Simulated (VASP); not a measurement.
Here is the system:

```
C
1.0
    1.20511    -2.08730     0.00000
    1.20511     2.08730     0.00000
    0.00000     0.00000     6.47917
C
4
Direct
  0.00000   0.00000   0.25000
  0.00000   0.00000   0.75000
  0.33333   0.66667   0.25000
  0.66667   0.33333   0.75000
```

These are PBE GGA with D4 dispersion, VASP's PBE PAW potentials (set 64) (plane waves; VASP) values and carry that method's errors. Settings: 520 eV cut-off, 10×10×4 Γ-centred mesh, Gaussian smearing of 0.050 eV, potentials C.

Q: The ions and cell shape at fixed volume are relaxed. Give the cell that the relaxation ends in.

A: 
```
C
1.0
    1.22680    -2.12488     0.00000
    1.22680     2.12488     0.00000
    0.00000     0.00000     6.25203
C
4
Cartesian
  0.00000   0.00000   1.56301
  0.00000   0.00000   4.68902
  1.22680   0.70830   1.56301
  1.22680  -0.70830   4.68902
```
Space group P6_3/mmc (194), at a tolerance of 0.03 Å.

Q: How much energy does the relaxation gain?

A: The energy (σ→0) changes by -25.5 meV/atom, in 3 ionic steps.

```tsv
step	E(σ→0) (eV)	max force (eV/Å)	pressure (GPa)	volume (Å³)
1	-37.4242	0.000	19.99	32.60
2	-37.5161	0.000	-1.24	32.60
3	-37.5263	0.000	3.63	32.60
```

The compound is C in the graphite structure. This cell is one point of a volume scan, at 0.94 of the reference volume. Symmetry was kept, so distortions that lower it aren't found.
